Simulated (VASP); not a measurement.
VASP runs on Pb (fcc) share one base input (PBE GGA, plane waves, VASP's PBE PAW potentials (set 64)) and change the settings named in each case.

### INCAR
```
# general
SYSTEM  = Pb
PREC    = Accurate
ENCUT   = 400
LREAL   = .False.
LASPH   = .True.

# electronic loop
EDIFF   = 1E-6
NELM    = 100
ALGO    = Normal
LMAXMIX = 4

# smearing
ISMEAR  = 1
SIGMA   = 0.1

# functional
GGA     = PE

# ions
ISIF    = 2

# output
LWAVE   = .False.
LCHARG  = .False.
```

File KPOINTS:
```
Automatic mesh
0
Gamma
11 11 11
0 0 0
```

**POSCAR**
```
Pb
1
    0.0000000000     2.5245000000     2.5245000000
    2.5245000000     0.0000000000     2.5245000000
    2.5245000000     2.5245000000     0.0000000000
Pb
1
Direct
  0.0000000000   0.0000000000   0.0000000000
```

POTCAR, in this order: Pb_d (PBE.64 set). Program: vasp_std.

```csv
change,pressure (GPa),electronic steps
base run,-0.53,10
EDIFF = 1E-2,___,6
EDIFF = 1E-3,-0.98,8
EDIFF = 1E-4,-0.80,8
EDIFF = 1E-5,-0.54,9
EDIFF = 1E-8,-0.53,12
```

Problem. Fill in the missing entries.

Solution. 
- EDIFF = 1E-2, pressure (GPa): -3.53

Unless said otherwise, spin-orbit coupling is left out, though it shifts the bands of the heavy elements here.

Left out are runs that ran out of time, are held back, or changed the cell or the kind of run, fixed moments of cells without a moment, rows past the twelfth, gaps on odd meshes, pressures of charged cells and columns that move by less than the noise.

The compound is Pb in the fcc structure. The cell was not relaxed at this level.
